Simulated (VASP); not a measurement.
Input:

```
ZrS2
1.0
    1.85138    -3.20668     0.00000
    1.85138     3.20668     0.00000
    0.00000     0.00000     5.90554
Zr S
1 2
Direct
  0.00000   0.00000   0.00000
  0.33333   0.66667   0.24061
  0.66667   0.33333   0.75939
```

The numbers are results of vdW-DF2, VASP's PBE PAW potentials (set 64) (plane waves; VASP 6.6.1), not measurements. Numerical set-up: 520 eV cut-off, 7×7×4 Γ-centred mesh, Gaussian smearing of 0.050 eV, potentials Zr_sv S.

**Question.** The ions and cell shape at fixed volume are relaxed. What does this cell relax into?

**Answer.** 
```
ZrS2
1.0
    1.86976    -3.23852     0.00000
    1.86976     3.23852     0.00000
    0.00000     0.00000     5.78998
Zr S
1 2
Direct
  0.00000   0.00000   0.00000
  0.33333   0.66667   0.25169
  0.66667   0.33333   0.74831
```
Space group P-3m1 (164), at a tolerance of 0.03 Å.

**Question.** How much energy does the relaxation gain?

**Answer.** The energy (σ→0) changes by -16.2 meV/atom, in 6 ionic steps.

| step | E(σ→0) (eV) | max force (eV/Å) | pressure (GPa) | volume (Å³) |
|---|---|---|---|---|
| 1 | -14.8224 | 0.693 | 5.75 | 70.12 |
| 2 | -14.8575 | 0.306 | 3.93 | 70.12 |
| 3 | -14.8676 | 0.051 | 2.32 | 70.12 |
| 4 | -14.8676 | 0.036 | 2.38 | 70.12 |
| 5 | -14.8705 | 0.009 | 2.25 | 70.12 |
| 6 | -14.8709 | 0.003 | 2.17 | 70.12 |

The compound is ZrS2 in the 1T layered structure. This cell is one point of a volume scan, at 0.94 of the reference volume. Symmetry was kept, so distortions that lower it aren't found.
